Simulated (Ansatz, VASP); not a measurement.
# SiC (Moissanite 3C) in two plane-wave programs

Wanted: the spread between two codes on one cell, functional and k mesh. The structure shown comes from an earlier Ansatz run, which isn't shown and may have moved the atoms alone.

Calculated with Ansatz 0.2.0; plane waves, with VASP 6.6.1 beside it; elastic constants at PBE.

### 1. Set-up

Symmetry: F-43m, No. 216, cubic system. Conventional cell: a = 4.358 Å, b = 4.358 Å, c = 4.358 Å, α = 90.00°, β = 90.00°, γ = 90.00°. Nearest to Si lie 4 C at 1.89 Å. Nearest to C lie 4 Si at 1.89 Å. Farther neighbours are not listed.

### 2. Ansatz: elastic constants, PBE

Ansatz runs on its PAW soft_1 files.

Elastic constants are differences of stresses under small strains, so they test the stress and the mesh.

Input file input.yaml:

```yaml
crystal:
  lattice:
    - [0.0, 2.179, 2.179]
    - [2.179, 0.0, 2.179]
    - [2.179, 2.179, 0.0]
  atoms:
    - { symbol: Si, position: [0.0, 0.0, 0.0] }
    - { symbol: C, position: [0.25, 0.25, 0.25] }
kpoints:
  mp_grid: { grid: [10, 10, 10] }
hamiltonian:
  xc: pbe
  pseudopotentials: { kind: paw, azcp: { folder: soft_1 } }
scf:
  occupations: { method: fixed }
output:
  forces: true
  stress: true
  eigenvalues: true
elastic:
  mode: relaxed_ion
  stencil: two_point
```

Run with:

```
ansatz run input.yaml --threads 4 --pin off --max-ram 8192MiB --backend cpu --events-out ev --progress --plain --runs-dir out
```

Numbers of over 12 decimals in the logs are rounded to 6 here.

The log of the run:

```text
Engine: ansatz 0.2.0, x86_64-unknown-linux-gnu
Pseudopotentials: kind: paw
Pseudopotential: Si, paw, valence charge 4, recommended cutoff 420 eV (normal), soft_1/Si.paw.azcp
Pseudopotential: C, paw, valence charge 4, recommended cutoff 420 eV (normal), soft_1/C.paw.azcp
Functional definition: PBE
  parameter kappa = 0.804
  parameter beta = 0.066725
  exchange = pbe_x(kappa = kappa, mu = beta*pi^2/3)
  correlation = pbe_c(beta = beta)
Crystal: 2 atoms, lattice volume = 20.692 Å³
Basis set: ecut = 420 eV, 411 PW (Γ), exchange–correlation on 48×48×48 points (8 copies of the dense FFT grid, shifted against one another)
Bands: 8, of which v1, the nominal top of the filled ones, is band 4 counted from 1 (3 counted from 0)
Symmetry: 24 space group operations
Space group: F-43m (ITA 216), of the structure as read, at distance tolerance 2.7e-5 Å
k-points: 47 of 1000 (time reversal used)
Non-local potential: Si, projectors of the file, l = 0: 2, l = 1: 2, l = 2: 1
Non-local potential: C, projectors of the file, l = 0: 2, l = 1: 2, l = 2: 1
PAW form: soft (Blöchl's): semilocal exchange-correlation on the pseudo side does not see the compensation charge
PAW one-centre angular grid: Si, 110 points (default); XC on 64 Gauss nodes
PAW one-centre angular grid: C, 110 points (default); XC on 64 Gauss nodes
Initial density: superposition of atomic densities (chi_scale 0.1, normalization cell, long waves kept (reshape's long-wave potential 0.00 eV rms))
Initial wavefunctions: pseudopotential atomic-orbital guess
Functional: x = pbe(κ = 0.804, μ = 0.219515), c = pbe(β = 0.066725)
SCF iter   1: F=—  HF=-888.656751 eV  |F-HF|=—  |Δ(HF+E_count)|=         —  Δρ=1.38e-1  dr2=4.84e0  ethr=3.10e-3  ⟨swp⟩=4.5  Hψ=2607  notcnv=0  defer=40
preconditioner: auto → none  [insulator: Δε(μ)=3.270 eV  Ē_g=14.740 eV  n_scr=0 (ndim 8)  ℏωp=23.1 eV  f_vac=0.000  ε∞_Penn≈3.5]
SCF iter   2: F=—  HF=-887.238699 eV  |F-HF|=—  |Δ(HF+E_count)|=    1.42e0  Δρ=4.97e-2  dr2=3.19e-1  ethr=3.10e-3  ⟨swp⟩=3.1  Hψ=1213  notcnv=0  defer=84
SCF iter   3: F=—  HF=-887.161685 eV  |F-HF|=—  |Δ(HF+E_count)|=   7.70e-2  Δρ=1.98e-2  dr2=4.21e-2  ethr=3.10e-3  ⟨swp⟩=2.3  Hψ=700  notcnv=0  defer=86
SCF iter   4: F=—  HF=-887.159558 eV  |F-HF|=—  |Δ(HF+E_count)|=   2.13e-3  Δρ=1.40e-3  dr2=2.62e-4  ethr=5.26e-4  ⟨swp⟩=2.0  Hψ=478  notcnv=0  defer=86
SCF iter   5: F=—  HF=-887.159680 eV  |F-HF|=—  |Δ(HF+E_count)|=   1.22e-4  Δρ=2.21e-4  dr2=3.38e-6  ethr=3.28e-6  ⟨swp⟩=2.5  Hψ=643  notcnv=0  defer=87
SCF iter   6: F=—  HF=-887.159693 eV  |F-HF|=—  |Δ(HF+E_count)|=   1.30e-5  Δρ=5.43e-5  dr2=3.00e-7  ethr=4.22e-8  ⟨swp⟩=2.0  Hψ=563  notcnv=0  defer=9
SCF iter   7: F=—  HF=-887.159693 eV  |F-HF|=—  |Δ(HF+E_count)|=   3.28e-7  Δρ=6.49e-6  dr2=4.27e-9  ethr=3.75e-9  ⟨swp⟩=2.0  Hψ=544  notcnv=0
SCF iter   8: F=—  HF=-887.159693 eV  |F-HF|=—  |Δ(HF+E_count)|=  1.19e-10  Δρ=4.12e-7  dr2=1.75e-11  ethr=5.34e-11  ⟨swp⟩=2.1  Hψ=566  notcnv=0
SCF iter   9: F=-887.159693 eV  HF=-887.159693 eV  |F-HF|=0.00e0  |Δ(HF+E_count)|=  6.48e-12  Δρ=1.37e-8  dr2=2.60e-14  ethr=1.00e-12  ⟨swp⟩=5.4  Hψ=2482  notcnv=0
SCF 1 converged in 9 iterations: F = -887.159693 eV  dr2 = 2.60e-14
  greatest PAW one-centre occupation: 0.647 electrons in one spin orbital (limit 2), on the C atom at site 1 (counted from 0), in its partial waves of l = 0
Crystal: 2 atoms, lattice volume = 20.651 Å³
Symmetry: 8 space group operations
k-points: 102 of 1000 (time reversal used)
Initial density: handed on by an earlier stage of this run
Initial wavefunctions: those handed on with the density
iter 1 solved again at ethr=8.40e-7 eV; its pass at ethr=3.10e-3 eV (dr2=6.72e-5 eV) is discarded
[...]
preconditioner: auto → none  [insulator: Δε(μ)=1.344 eV  Ē_g=14.067 eV  n_scr=0 (ndim 8)  ℏωp=23.1 eV  f_vac=0.000  ε∞_Penn≈3.7]
[...]
SCF 7 converged in 7 iterations: F = -887.159630 eV  dr2 = 2.96e-14
[...]
SCF 8 converged in 8 iterations: F = -887.159623 eV  dr2 = 1.16e-14
relax step   1: F+E_penalty+E_count = -887.15962294 eV  Δ(F+E_penalty+E_count) = +0.000e0 eV  max|allowed force component| = 1.674e-2 eV/Å  Δτ_max = 0.0000 Å  (8 SCF iters, accepted)
[...]
preconditioner: auto → none  [insulator: Δε(μ)=1.349 eV  Ē_g=14.046 eV  n_scr=0 (ndim 8)  ℏωp=23.1 eV  f_vac=0.000  ε∞_Penn≈3.7]
[...]
SCF iter   7: F=-887.159630 eV  HF=-887.159630 eV  |F-HF|=5.68e-13  |Δ(HF+E_count)|=  2.27e-13  Δρ=2.27e-9  dr2=4.31e-16  ethr=1.00e-12  ⟨swp⟩=4.0  Hψ=4071  notcnv=0
SCF 9 converged in 7 iterations: F = -887.159630 eV  dr2 = 4.31e-16
relax step   2: F+E_penalty+E_count = -887.15963023 eV  Δ(F+E_penalty+E_count) = -7.290e-6 eV  max|allowed force component| = 5.206e-8 eV/Å  Δτ_max = 0.0004 Å  (7 SCF iters, accepted)
iter 1 solved again at ethr=1.00e-12 eV; its pass at ethr=3.10e-3 eV (dr2=6.42e-11 eV) is discarded
SCF iter   1: F=—  HF=-887.159623 eV  |F-HF|=—  |Δ(HF+E_count)|=         —  Δρ=6.33e-7  dr2=6.01e-11  ethr=1.00e-12  ⟨swp⟩=2.7  Hψ=10321  notcnv=0
SCF iter   2: F=—  HF=-887.159630 eV  |F-HF|=—  |Δ(HF+E_count)|=   7.40e-6  Δρ=5.62e-7  dr2=6.70e-11  ethr=7.52e-13 (applied; sched 1.00e-12)  ⟨swp⟩=3.5  Hψ=2765  notcnv=0
SCF iter   3: F=—  HF=-887.159630 eV  |F-HF|=—  |Δ(HF+E_count)|=  1.75e-11  Δρ=2.75e-7  dr2=1.32e-11  ethr=8.38e-13 (applied; sched 1.00e-12)  ⟨swp⟩=1.6  Hψ=1603  notcnv=0
SCF iter   4: F=—  HF=-887.159630 eV  |F-HF|=—  |Δ(HF+E_count)|=  2.27e-12  Δρ=1.74e-7  dr2=4.73e-12  ethr=1.65e-13 (applied; sched 1.00e-12)  ⟨swp⟩=1.0  Hψ=1368  notcnv=0
SCF iter   5: F=—  HF=-887.159630 eV  |F-HF|=—  |Δ(HF+E_count)|=  6.82e-13  Δρ=1.15e-7  dr2=1.99e-12  ethr=5.91e-14 (applied; sched 1.00e-12)  ⟨swp⟩=1.0  Hψ=1368  notcnv=0
SCF iter   6: F=—  HF=-887.159630 eV  |F-HF|=—  |Δ(HF+E_count)|=  6.82e-13  Δρ=8.77e-8  dr2=1.15e-12  ethr=2.49e-14 (applied; sched 1.00e-12)  ⟨swp⟩=1.0  Hψ=1368  notcnv=0
SCF iter   7: F=—  HF=-887.159630 eV  |F-HF|=—  |Δ(HF+E_count)|=  3.41e-13  Δρ=5.27e-8  dr2=4.15e-13  ethr=1.43e-14 (applied; sched 1.00e-12)  ⟨swp⟩=1.0  Hψ=1368  notcnv=0
SCF iter   8: F=-887.159630 eV  HF=-887.159630 eV  |F-HF|=2.27e-13  |Δ(HF+E_count)|=  3.41e-13  Δρ=2.27e-8  dr2=7.70e-14  ethr=1.00e-12  ⟨swp⟩=3.0  Hψ=4778  notcnv=0
SCF 10 converged in 8 iterations: F = -887.159630 eV  dr2 = 7.70e-14
SCF converged after 9 iterations
Free energy (F): -887.159693 eV
Harris-Foulkes:  -887.159693 eV  (|F-HF|=0.00e0)
Internal energy: -887.159693 eV  (E = F + TS)
E sigma→0 (E₀):  -887.159693 eV
Fermi energy:    9.481596 eV
--- Per-component energies (eV) ---
  E_band       = 28.683601
  E_kinetic    = 133.356724
  E_local      = -95.415521  (includes V_loc(G=0)·N_el)
  E_nonlocal   = 45.159525
  E_hartree    = 31.828316
  E_xc         = -105.666453
  E_vxc        = -108.692393  (∫ρ·V_xc dr)
  E_paw        = -611.638554  (= ΣΔE_a)
  E_vpaw       = -9.381414  (= ΣTr[D̂ρ^β])
  E_aug_tail   = 0.000051  (compensation charges beyond the density's cutoff)
  E_ewald      = -284.783780
  E_smearing   = -0.000000  (= −TS)
  E_closure    = 0.000000  (closes the sum)
  Σ components = -887.159693   (vs F -887.159693, Δ=0.00e0)
--- Forces (eV/Å), atoms counted from 1 ---
  atom   1  Si     0.00000000    -0.00000000    -0.00000000
  atom   2  C     -0.00000000     0.00000000    -0.00000000
  max |Σ_I F_I| component: 1.11e-16 eV/Å
--- Stress (GPa, compression-positive) ---
        3.271397       0.000000      -0.000000
        0.000000       3.271397       0.000000
       -0.000000       0.000000       3.271397
  P = ⅓ Tr σ = 3.2714 GPa (32.714 kbar)
--- Band table (eV; the first three rows and the last of 47) ---
  k-point 0: bands = ["-5.9263", "9.4816", "9.4816", "9.4816", "15.6867", "16.7876", "16.7876", "16.7876"]
  k-point 1: bands = ["-5.7310", "8.4723", "9.3477", "9.3477", "15.9553", "17.0301", "17.0301", "17.0552"]
  k-point 2: bands = ["-5.1538", "6.3519", "9.0402", "9.0402", "15.6744", "17.3886", "17.3886", "18.2476"]
  k-point 46: bands = ["-0.7013", "2.3427", "4.6841", "4.9056", "14.1656", "17.5375", "19.5009", "20.6791"]
--- Elastic constants: 2 strain directions × 2 members + reference (group order 24) ---
  dense FFT box of the reference and of every strained cell: 24×24×24
  strains applied: 11, 23; error gains: componentwise 1.00 (the most a stress slope's error grows in a printed constant), spectral 1.73 (1 for all six strains in a standard setting)
  C = ∂σ_k/∂η_j (tension-positive GPa; Voigt order 11 22 33 23 13 12):
       396.665    140.295    140.295      0.000      0.000      0.000
       140.295    396.665    140.295      0.000     -0.000     -0.000
       140.295    140.295    396.665      0.000     -0.000     -0.000
         0.000     -0.000     -0.000    245.586      0.000      0.000
         0.000      0.000     -0.000      0.000    245.586      0.000
        -0.000      0.000     -0.000      0.000      0.000    245.586
  reference stress σ⁰ (GPa):     -3.271     -3.271     -3.271     -0.000      0.000     -0.000
  C* (energy form; C + prestress term) asymmetry max|C*_kj − C*_jk| = 5.684e-14 GPa — a small one proves nothing (zero by symmetry where the batch's group is 432, −43m or m−3m); a large one is finite-difference/SCF noise where every solve meets its electron count
  moduli (Voigt/Reuss/Hill, GPa): K = 225.75/225.75/225.75   G = 198.63/179.74/189.18   E = 443.63   ν = 0.172
  mechanically stable: yes (min eigenvalue of sym C = 245.59 GPa)
  strain η (Voigt 11):  stress-route row diagonal C_11 = 396.67 GPa, energy-path curvature d²(F+E_count+ΔE)/dδ²/Ω₀ = 396.83 GPa
         δ    σ_11 (GPa)             F (eV)   n_scf  n_hpsi   n_pw
    -2.000e-3      -4.0654        -887.1587436       7   15213    413   relax 0 steps, max|allowed force component| 1.11e-16 eV/Å
     2.000e-3      -2.4788        -887.1604351       6   14116    414   relax 0 steps, max|allowed force component| 2.91e-16 eV/Å
  strain η (Voigt 23):  stress-route row diagonal C_44 = 245.59 GPa, energy-path curvature d²(F+E_count+ΔE)/dδ²/Ω₀ = 247.26 GPa
         δ    σ_23 (GPa)             F (eV)   n_scf  n_hpsi   n_pw
    -2.000e-3      -0.4912        -887.1596302       7   24311    413   relax 3 steps, max|allowed force component| 2.46e-7 eV/Å
     2.000e-3       0.4912        -887.1596302       8   26169    413   relax 2 steps, max|allowed force component| 5.21e-8 eV/Å
```

In the SCF lines HF is the Harris–Foulkes energy and dr2 the Hartree energy of the density residual, in eV; the loop may stop once dr2 is under the threshold and the program's other checks hold. Hψ counts applications of the Hamiltonian.

[end of part 1 of 2]

[Lines on the potential files, build, host, timing and source positions are cut from VASP's logs without a mark.]

[Logs are printed without paths, hosts, clocks, repeated set-up lines and the standing remarks that a program may print on its own settings, such as how far it seeks lower states.]

[Hosts, paths, dates, database ids (printed as entryN), source tags and the programs' standing remarks are cut or masked in the printed files.]
